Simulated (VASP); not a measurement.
Consider the following.

```xyz
5
Lattice="4.1157 0.0000 0.0000 0.0000 4.1157 0.0000 0.0000 0.0000 4.1157" Properties=species:S:1:pos:R:3 pbc="T T T"
Ba     0.0000     0.0000     0.0000
Hf     2.0578     2.0578     2.0578
O      2.0578     0.0000     2.0578
O      0.0000     2.0578     2.0578
O      2.0578     2.0578     0.0000
```

Calculation: PBE GGA, VASP's PBE PAW potentials (set 64) (plane waves; VASP 6.6.1). Numerical set-up: 520 eV cut-off, 5×5×5 Γ-centred mesh, Gaussian smearing of 0.050 eV, potentials Ba_sv Hf_pv O.

Give the stress tensor in GPa (positive for a compressed cell).

```
11.25   0.00   0.00
 0.00  11.25   0.00
 0.00   0.00  11.25
```
The pressure is its mean diagonal, 11.25 GPa.

The compound is BaHfO3 in the cubic perovskite structure. This cell is one point of a volume scan, at 0.94 of the reference volume.
